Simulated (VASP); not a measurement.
An input for Quantum ESPRESSO's pw.x (written as the equivalent of a VASP run, and not itself run):

```
&CONTROL
  calculation = 'vc-relax'
  pseudo_dir = './pseudo'
  outdir = './out'
  tprnfor = .true.
  tstress = .true.
  nstep = 60
  forc_conv_thr = 0.00078
/
&SYSTEM
  ibrav = 0
  nat = 3
  ntyp = 1
  ecutwfc = 86
  occupations = 'smearing'
  smearing = 'gaussian'
  degauss = 0.003675
  input_dft = 'pw91'
/
&ELECTRONS
  conv_thr = 7.3e-08
  electron_maxstep = 100
/
&IONS
/
&CELL
/
ATOMIC_SPECIES
  Se 78.971 Se.upf
CELL_PARAMETERS angstrom
     2.2065114   -3.8217898    0.0000000
     2.2065114    3.8217898   -0.0000000
     0.0000000    0.0000000    5.0457247
ATOMIC_POSITIONS crystal
  Se   0.0000000  0.2270469  0.6666670
  Se   0.7729531  0.7729531  1.0000000
  Se   0.2270469  0.0000000  0.3333330
K_POINTS automatic
  5 5 4 0 0 0
```

Question: Translate this input to VASP (INCAR, KPOINTS, POSCAR, choice of POTCAR).

Answer: Several could match; the one computed here: 
File KPOINTS:
```
Automatic mesh
0
Gamma
5 5 4
0 0 0
```

**INCAR**
```
# general
SYSTEM   =  Se
PREC     =  Accurate
ENCUT    =  520   # plane-wave cut-off (eV)
LREAL    =  F   # projection in real space or not
LASPH    =  T

# electronic loop
EDIFF    =  1E-6   # SCF stop (eV)
NELM     =  100   # most electronic steps
ALGO     =  Normal
LMAXMIX  =  4

# smearing
ISMEAR   =  0
SIGMA    =  0.05   # width (eV)

# functional
GGA      =  91

# ions
IBRION   =  2   # conjugate gradients
NSW      =  60
ISIF     =  3   # ions, shape and volume
EDIFFG   =  -0.02   # ionic stop

# output
LWAVE    =  F
LCHARG   =  F
```

**POSCAR**
```
Se
1
    2.2065113612    -3.8217897701     0.0000000000
    2.2065113612     3.8217897701    -0.0000000000
    0.0000000000     0.0000000000     5.0457247248
Se
3
Direct
  0.0000000000   0.2270469073   0.6666670000
  0.7729530927   0.7729530927   1.0000000000
  0.2270469073   0.0000000000   0.3333330000
```

POTCAR, in this order: Se (PBE.64 set). Program: vasp_std.

What does not carry over: the potentials are each code's own (VASP's PAW set, PseudoDojo norm-conserving files in pw.x), so ENCUT and ecutwfc are chosen apart and not converted; conv_thr bounds pw.x's estimated SCF error, while EDIFF bounds the energy change between steps; forc_conv_thr acts on force components and is met together with etot_conv_thr.

The compound is Se in the trig structure. This run relaxes it. Symmetry was kept, so distortions that lower it aren't found. The start is the result of an earlier pass.
